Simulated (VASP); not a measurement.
Energy against volume of BaTiO3 (cubic perovskite). Calculation: optB86b-vdW, VASP's PBE PAW potentials (set 64) (plane waves; VASP). Numerical set-up: 520 eV cut-off, 6×6×6 Γ-centred mesh, Gaussian smearing of 0.050 eV, potentials Ba_sv Ti_sv O.

```json
[
 {"V (Å³/atom)": "12.481", "E (eV/atom)": "-6.21499"},
 {"V (Å³/atom)": "12.867", "E (eV/atom)": "-6.22209"},
 {"V (Å³/atom)": "13.253", "E (eV/atom)": "-6.21660"},
 {"V (Å³/atom)": "13.639", "E (eV/atom)": "-6.20047"}
]
```

Task: Fit these four points and predict the energy of the run at 12.095 Å³/atom.

Result: A cubic in V^(−2/3), the third-order Birch-Murnaghan form, passes through the four points with V0 = 12.88 Å³/atom and B0 = 173 GPa, and gives -6.1930 eV/atom there. The run gave -6.1930 eV/atom, -0.1 meV/atom from the fit; all five points give B0 = 173 GPa.

The compound is BaTiO3 in the cubic perovskite structure, the ideal cubic form; the compound distorts at low or room temperature. It was relaxed first.
